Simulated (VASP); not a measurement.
Data:

```
W
1.0
   -1.57751     1.57751     1.57751
    1.57751    -1.57751     1.57751
    1.57751     1.57751    -1.57751
W
1
Direct
  0.00000   0.00000   0.00000
```

All values below come from PBEsol GGA, VASP's PBE PAW potentials (set 64) (plane waves; VASP). Settings: 500 eV cut-off, 16×16×16 Γ-centred mesh, first-order Methfessel-Paxton smearing of 0.10 eV, potentials W_sv.

Unless said otherwise, spin-orbit coupling is left out, though it shifts the bands of the heavy elements here.

**Question.** What does the run give for the energy per atom (σ→0), band gap (on the k-mesh) with the smallest direct gap where there is one?

**Answer.** 
```yaml
band gap (on the k-mesh): none (metal, semimetal or under 0.01 eV)
energy per atom (σ→0): -13.808 eV/atom
```

Total energies compare only between runs with the same potentials, cut-off and functional.

The compound is W in the bcc structure. It was relaxed first.
